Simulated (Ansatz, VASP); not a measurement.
# Cross-check of LiCl between VASP and Ansatz, part 2 of 2

Aim: how closely do two programs agree when they are given the same cell, functional and k mesh? The cell is taken from a series of runs on this material, whose earlier steps may have relaxed, scaled, displaced or heated it; both programs get it as it stands.

VASP 6.6.1 and Ansatz 0.2.0.

So far: Set-up; VASP: zone-centre phonons, LDA.

### 3. Ansatz: zone-centre phonons, LDA

Level of this step: Ansatz beside VASP: Kohn-Sham DFT, plane waves, LDA (Ansatz).

Ansatz runs on norm-conserving files, of PseudoDojo where its log says so.

The same cell, functional (in two slightly different forms) and mesh now go to Ansatz, which takes its cutoff from its data sets.

The input, input.yaml:

```yaml
crystal:
  lattice:
    - [-2.4858986456, 0.0, 2.4858986456]
    - [0.0, 2.4858986456, 2.4858986456]
    - [-2.4858986456, 2.4858986456, 0.0]
  atoms:
    - { symbol: Li, position: [0.0, 0.0, 0.0] }
    - { symbol: Cl, position: [0.5, 0.5, 0.5] }
kpoints:
  mp_grid: { grid: [8, 8, 8] }
hamiltonian:
  xc: lda
  pseudopotentials: { kind: nc, accuracy: standard }
scf:
  occupations: { method: fixed }
output:
  eigenvalues: true
phonons:
  method: dfpt
  dielectric: true
  rigid_motions: translations
  qmesh: [4, 4, 4]
  temperatures: { t_max: 1000, t_step: 50 }
  qpath:
    path:
      - [[0.0, 0.0, 0.0], [0.0, 0.5, 0.5], [0.0, 0.625, 0.375]]
      - [[-0.375, 0.375, 0.0], [0.0, 0.0, 0.0], [0.0, 0.5, 0.0], [-0.25, 0.5, 0.25], [0.0, 0.5, 0.5]]
    npoints: 12
```

Started as:

```sh
ansatz run input.yaml --threads 2 --pin off --max-ram 4096MiB --backend cpu --events-out ev --progress --plain --runs-dir out
```

Log:

```text
Engine: ansatz 0.2.0, x86_64-unknown-linux-gnu
Pseudopotentials: kind: nc
Pseudopotential: Li, nc, valence charge 3, recommended cutoff 1006.821291 eV (normal), Li.nc.azcp (PseudoDojo's, or run here from an input of PseudoDojo's; its table is named by hamiltonian.pseudopotentials.accuracy)
Pseudopotential: Cl, nc, valence charge 7, recommended cutoff 761.918815 eV (normal), Cl.nc.azcp (PseudoDojo's, or run here from an input of PseudoDojo's; its table is named by hamiltonian.pseudopotentials.accuracy)
Functional definition: SPW92
  exchange = slater_x
  correlation = pw_c
Crystal: 2 atoms, lattice volume = 30.724 Å³
Basis set: ecut = 1006.821291 eV, 2229 PW (Γ), exchange–correlation on 80×80×80 points (8 copies of the dense FFT grid, shifted against one another)
Bands: 9, of which v1, the nominal top of the filled ones, is band 5 counted from 1 (4 counted from 0)
Symmetry: 48 space group operations
k-points: 59 of 512 (irreducible under 8 space group operations, time reversal used)
Non-local potential: Li, projectors of the file, l = 0: 2, l = 1: 2
Non-local potential: Cl, projectors of the file, l = 0: 2, l = 1: 2, l = 2: 2
Initial density: superposition of atomic densities (chi_scale 0.1, normalization cell, long waves kept (reshape's long-wave potential 0.00 eV rms))
Initial wavefunctions: pseudopotential atomic-orbital guess
Functional: x = slater, c = lda
SCF iter   1: F=—  HF=-643.812917 eV  |F-HF|=—  |Δ(HF+E_count)|=         —  Δρ=3.70e-2  dr2=2.30e-1  ethr=3.10e-3  ⟨swp⟩=5.0  Hψ=3520  notcnv=0  defer=76
preconditioner: auto → none  [insulator: Δε(μ)=6.260 eV  Ē_g=14.097 eV  n_scr=8 (ndim 8)  ℏωp=18.9 eV  f_vac=0.000  ε∞_Penn≈2.8]
SCF iter   2: F=—  HF=-643.694661 eV  |F-HF|=—  |Δ(HF+E_count)|=   1.18e-1  Δρ=1.42e-2  dr2=3.86e-2  ethr=2.30e-3  ⟨swp⟩=2.6  Hψ=1148  notcnv=0  defer=109
SCF iter   3: F=—  HF=-643.674805 eV  |F-HF|=—  |Δ(HF+E_count)|=   1.99e-2  Δρ=2.62e-3  dr2=1.49e-3  ethr=3.86e-4  ⟨swp⟩=2.1  Hψ=955  notcnv=0  defer=113
SCF iter   4: F=—  HF=-643.674321 eV  |F-HF|=—  |Δ(HF+E_count)|=   4.84e-4  Δρ=9.95e-4  dr2=5.42e-5  ethr=1.49e-5  ⟨swp⟩=3.6  Hψ=971  notcnv=0  defer=113
SCF iter   5: F=—  HF=-643.674323 eV  |F-HF|=—  |Δ(HF+E_count)|=   2.72e-6  Δρ=2.67e-5  dr2=6.75e-8  ethr=5.42e-7  ⟨swp⟩=1.3  Hψ=548  notcnv=0  defer=111
SCF iter   6: F=—  HF=-643.674329 eV  |F-HF|=—  |Δ(HF+E_count)|=   5.81e-6  Δρ=2.71e-6  dr2=1.51e-9  ethr=6.75e-10  ⟨swp⟩=2.8  Hψ=881  notcnv=0  defer=24
SCF iter   7: F=-643.674329 eV  HF=-643.674329 eV  |F-HF|=5.00e-12  |Δ(HF+E_count)|=  3.26e-10  Δρ=1.97e-7  dr2=7.64e-12  ethr=1.00e-12  ⟨swp⟩=9.8  Hψ=4253  notcnv=0
SCF 1 converged in 7 iterations: F = -643.674329 eV  dr2 = 7.64e-12
DFPT response loops at Γ: preconditioner auto → none (the input reference at scf.mixing.eps_inf says where Resta's filter doesn't serve); β = 0.50; Broyden in place of MSR1
NSCF: frozen V_eff on 29 k-points
NSCF: frozen V_eff on 576 k-points
DFPT response loops at q = (0, 0, 0.25) (fractional): mixed as the last ones told, above
NSCF: frozen V_eff on 300 k-points
DFPT response loops at q = (0, 0, -0.5) (fractional): mixed as the last ones told, above
NSCF: frozen V_eff on 328 k-points
DFPT response loops at q = (0, 0.25, 0.25) (fractional): mixed as the last ones told, above
NSCF: frozen V_eff on 1024 k-points
DFPT response loops at q = (0, 0.25, -0.5) (fractional): mixed as the last ones told, above
NSCF: frozen V_eff on 576 k-points
DFPT response loops at q = (0, 0.25, -0.25) (fractional): mixed as the last ones told, above
NSCF: frozen V_eff on 190 k-points
DFPT response loops at q = (0, -0.5, -0.5) (fractional): mixed as the last ones told, above
NSCF: frozen V_eff on 328 k-points
DFPT response loops at q = (0.25, -0.5, -0.25) (fractional): mixed as the last ones told, above
SCF converged after 7 iterations
Free energy (F): -643.674329 eV
Harris-Foulkes:  -643.674329 eV  (|F-HF|=5.00e-12)
Internal energy: -643.674329 eV  (E = F + TS)
E sigma→0 (E₀):  -643.674329 eV
Fermi energy:    2.311346 eV
--- Per-component energies (eV) ---
  E_band       = -96.554484
  E_kinetic    = 292.486415
  E_local      = -353.878169  (includes V_loc(G=0)·N_el)
  E_nonlocal   = -60.332707
  E_hartree    = 95.526173
  E_xc         = -166.106398
  E_vxc        = -165.882402  (∫ρ·V_xc dr)
  E_ewald      = -451.369645
  E_smearing   = -0.000000  (= −TS)
  E_closure    = 0.000000  (closes the sum)
  Σ components = -643.674329   (vs F -643.674329, Δ=0.00e0)
--- Band table (eV; the first three rows and the last of 59) ---
  k-point 0: bands = ["-39.9995", "-11.3902", "2.3113", "2.3113", "2.3113", "8.8796", "13.9499", "13.9499", "13.9499"]
  k-point 1: bands = ["-39.9987", "-11.2971", "1.6939", "2.2621", "2.2621", "9.3410", "13.2298", "13.9038", "13.9038"]
  k-point 2: bands = ["-39.9968", "-11.0570", "0.4648", "2.1508", "2.1508", "9.5278", "12.7416", "12.7416", "13.4066"]
  k-point 58: bands = ["-39.9925", "-10.3405", "-1.1391", "0.9848", "0.9848", "10.0962", "10.1097", "15.2301", "16.7681"]
--- Phonons (Γ-DFPT): 2 representative perturbations + reference, on 59 of 512 k-points (Σ response iterations 6) ---
  k mesh reduced under 8 symmetry operations, with k and −k counted as one. Each operation leaves every solved perturbation unchanged. A smaller set is not considered because the run solves the response to a homogeneous field
  ASR residual: 3.698e-4 → 0.000e0 eV/Å²; symmetrization residual: 1.344e-7 eV/Å²
  ASR residual per site (eV/Å²): 2.51e-5 3.70e-4
  Γ frequencies (cm⁻¹): 0.00 0.00 0.00 225.57 225.57 225.57
  ε∞ (high-frequency dielectric tensor):
        3.179533     0.000000     0.000000
        0.000000     3.179533    -0.000000
       -0.000000    -0.000000     3.179533
  ε⁰ (static dielectric tensor: ions relaxed, cell fixed):
       10.563376    -0.000000    -0.000000
       -0.000000    10.563376    -0.000000
       -0.000000    -0.000000    10.563376
  ε⁰ − ε∞ (ionic part):
        7.383843    -0.000000    -0.000000
       -0.000000     7.383843     0.000000
       -0.000000     0.000000     7.383843
  softest optical mode at Γ: 225.57 cm⁻¹; the repairs (sum rule, projections) moved no ω² at Γ by more than (1.69 cm⁻¹)²
  Born effective charges Z* (e; rows j = field, columns β = displacement):
    site 0:
         1.16684    0.00000   -0.00000
        -0.00000    1.16684    0.00000
        -0.00000    0.00000    1.16684
    site 1:
        -1.16684   -0.00000    0.00000
         0.00000   -1.16684   -0.00000
         0.00000   -0.00000   -1.16684
  Z* charge neutrality: 2.550e-5 e pre-enforcement
  k-mesh period / interband length: 28.1 Å / 1.34 Å = 20.97 at k = (0.0000, 0.0000, -0.5000), direct gap 6.791 eV — 14 or more, which is no proof of convergence
  optical modes at Γ without the LO–TO term, one row a degenerate level:
      ω (cm⁻¹)  modes    IR ((D/Å)²/amu)
        225.57      3            16.2366
  optical modes at Γ + LO–TO along q̂ = [1.0000, 0.0000, 0.0000]:
      ω (cm⁻¹)  modes    IR ((D/Å)²/amu)
        225.57      2            10.8244
        411.15      1             5.4122
  optical modes at Γ + LO–TO along q̂ = [0.0000, 1.0000, 0.0000]:
      ω (cm⁻¹)  modes    IR ((D/Å)²/amu)
        225.57      2            10.8244
        411.15      1             5.4122
  optical modes at Γ + LO–TO along q̂ = [0.0000, 0.0000, 1.0000]:
      ω (cm⁻¹)  modes    IR ((D/Å)²/amu)
        225.57      2            10.8244
        411.15      1             5.4122
--- Phonons (arbitrary-q DFPT): 8 irreducible q on the 4×4×4 mesh ---
  q = [0.0000, 0.0000, 0.0000] (star 1, of the zone-centre solve; hermiticity 2.47e-7, symmetrization 3.42e-15): -0.00 -0.00 0.00 225.57 225.57 225.57
  q = [0.0000, 0.0000, 0.2500] (star 8, 2 solved perturbations on 288 of 512 k-point pairs; hermiticity 7.42e-8, symmetrization 1.13e-13): 88.79 88.79 151.57 228.70 228.70 413.52
  q = [0.0000, 0.0000, -0.5000] (star 4, 2 solved perturbations on 150 of 512 k-point pairs; hermiticity 2.55e-13, symmetrization 1.40e-13): 125.37 125.37 213.54 231.30 231.30 416.59
  q = [0.0000, 0.2500, 0.2500] (star 6, 4 solved perturbations in 528 linear systems a pass and spin channel, the states on 164 of 512 k-point pairs; hermiticity 5.07e-8, symmetrization 2.67e-13): 97.70 97.70 165.57 233.85 233.85 336.16
  q = [0.0000, 0.2500, -0.5000] (star 24, 4 solved perturbations in 1600 linear systems a pass and spin channel, the states on 512 of 512 k-point pairs; hermiticity 4.74e-8, symmetrization 3.36e-13): 130.14 159.45 188.19 233.52 246.48 322.98
  q = [0.0000, 0.2500, -0.2500] (star 12, 4 solved perturbations in 904 linear systems a pass and spin channel, the states on 288 of 512 k-point pairs; hermiticity 8.81e-8, symmetrization 1.95e-13): 126.33 143.77 190.48 227.91 245.15 358.92
  q = [0.0000, -0.5000, -0.5000] (star 3, 4 solved perturbations in 308 linear systems a pass and spin channel, the states on 95 of 512 k-point pairs; hermiticity 1.59e-7, symmetrization 2.50e-13): 128.12 128.12 192.58 238.88 238.88 262.46
  q = [0.2500, -0.5000, -0.2500] (star 6, 4 solved perturbations in 502 linear systems a pass and spin channel, the states on 164 of 512 k-point pairs; hermiticity 5.17e-8, symmetrization 9.54e-14): 162.59 169.23 169.23 252.60 252.60 273.51
  sum rule: each row above includes the acoustic sum rule's correction from the zone centre's row sums; it moved no ω² by more than (1.68 cm⁻¹)²
  mesh force constants: q→R imaginary residual 1.99e-18; ASR residual 3.698e-4 → 0.000e0 eV/Å²; symmetrization residual 1.554e-15 eV/Å²
  interpolated dispersion: 75 rows × 6 modes
  density of states and harmonic sums: on the 24×24×24 q-mesh, interpolated from the force constants of a 4×4×4 supercell (with the dipole–dipole term)
  largest difference from the sums on the solved wave vectors: F 1.05e-2 eV, S 1.45e-5 and C_V 3.99e-6 eV/K
  zero-point energy: 0.077913 eV/cell   skipped modes (ω ≤ 0): 3   left out of the sums: 3.62e-5 of the cell's modes: C_V's classical limit lies that fraction below 3 k_B per atom; for a crystal, a wire or a layer, F and S can be off by more, and a phonons.interpolated_qmesh denser along its periods is the remedy for the sampling
```

In the SCF lines HF is the Harris–Foulkes energy and dr2 the Hartree energy of the density residual, in eV; the loop may stop once dr2 is under the threshold and the program's other checks hold. Hψ counts applications of the Hamiltonian.

### 4. Side by side

Known differences besides the potentials themselves: the two LDA forms differ slightly; fixed occupations in Ansatz, narrow Gaussian smearing in VASP; VASP's run holds the zone centre alone; the cutoff is 1006.82 eV in Ansatz and 750 eV in VASP; VASP's log shows a relativistic correction to its local exchange, Ansatz's none. Total energies have different zeros and are not compared.

Compared:

| quantity | Ansatz | VASP | difference |
| --- | --- | --- | --- |
| ε∞ xx | 3.18 | 3.18 | -0.02 % |
| ε∞ yy | 3.18 | 3.18 | -0.02 % |
| ε∞ zz | 3.18 | 3.18 | -0.02 % |
| Born charge of Li1 (mean of the diagonal) (e) | 1.17 | 1.17 | 0.00 |
| Born charge of Cl2 (mean of the diagonal) (e) | -1.17 | -1.17 | 0.00 |
| optical mode 1 to 3 (cm⁻¹) | 225.6 | 223.6 | +0.88 % |

Modes are paired by rising frequency, not by their patterns, so a pair may set unlike modes beside each other; they are those without the splitting of longitudinal modes.

### 5. What came out

* r.m.s. difference of the optical zone-centre modes, each program's sorted by frequency (zone-centre phonons, LDA): 2.0 cm⁻¹
* difference in optical mode 1 to 3 (zone-centre phonons, LDA): +0.9 %

**Reading.** The r.m.s. difference of the optical zone-centre modes, each program's sorted by frequency is 2.0 cm⁻¹ (zone-centre phonons, LDA). Among the rows given in per cent, the largest difference of the zone-centre phonons, LDA pair is in optical mode 1 to 3, +0.9 %. Such differences can come from data sets, numerical settings and the points named under the comparisons, not from the functional's error against experiment.

[Lines on the potential files, build, host, timing and source positions are cut from VASP's logs without a mark.]

[Logs are printed without paths, hosts, clocks, repeated set-up lines and the standing remarks that a program may print on its own settings, such as how far it seeks lower states.]

[Hosts, paths, dates, database ids (printed as entryN), source tags and the programs' standing remarks are cut or masked in the printed files.]
